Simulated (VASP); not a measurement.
# TaAs in VASP: the effect of Hubbard term

TaAs, a slab with vacuum:

```
CELL_PARAMETERS angstrom
3.44363 0.00000 0.00000
0.00000 3.44363 0.00000
0.00000 0.00000 24.77206
ATOMIC_POSITIONS crystal
Ta 0.50000 0.50000 0.30276
Ta 0.00000 0.50000 0.42120
Ta 0.00000 0.00000 0.53964
Ta 0.50000 0.00000 0.65808
As 0.00000 0.00000 0.34192
As 0.50000 0.00000 0.46036
As 0.50000 0.50000 0.57880
As 0.00000 0.50000 0.69724
```

Alike in all runs:

```yaml
Program: VASP 6.6.1
Task: single point
Functional: PBE
Potentials_or_basis: VASP PAW PBE potentials, release 64 (Ta_pv, As)
Cutoff: 520 eV
k_mesh: 6 × 6 × 1
Occupations: fermi-dirac, width 0.05 eV
Spin: no spin polarisation
Dipole_correction: yes
Further_INCAR_settings: ALGO = Fast; EDIFF = 1e-07; NBANDS = 42
```

```csv
Hubbard term,largest force (eV/Å)
Ta d U = 5 eV,1.10
Ta d U = 6 eV,1.23
Ta d U = 8 eV,?
```

Question: What does the run with Hubbard term Ta d U = 8 eV give?

Answer: Largest force 1.50 eV/Å.

Caveats: U without spin polarisation on a metal has little footing; the U is typed as a test and isn't derived for this compound.
